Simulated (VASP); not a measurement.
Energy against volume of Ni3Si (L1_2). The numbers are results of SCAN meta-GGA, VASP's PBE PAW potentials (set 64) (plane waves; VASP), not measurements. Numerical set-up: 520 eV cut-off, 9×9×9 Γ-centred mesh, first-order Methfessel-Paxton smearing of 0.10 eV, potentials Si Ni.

| V (Å³/atom) | E (eV/atom) |
|---|---|
| 9.656 | -15.03447 |
| 9.964 | -15.05705 |
| 10.272 | -15.06291 |
| 10.580 | -15.05440 |

Task: Fit these four points and predict the energy of the run at 10.888 Å³/atom.

Result: A cubic in V^(−2/3), the third-order Birch-Murnaghan form, passes through the four points with V0 = 10.24 Å³/atom and B0 = 252 GPa, and gives -15.0335 eV/atom there. The run gave -15.0334 eV/atom, +0.1 meV/atom from the fit; all five points give B0 = 253 GPa.

The compound is Ni3Si in the L1_2 structure. It was relaxed first, which changed the volume by -5 %. The run is not spin-polarised, so no magnetic state was tried.
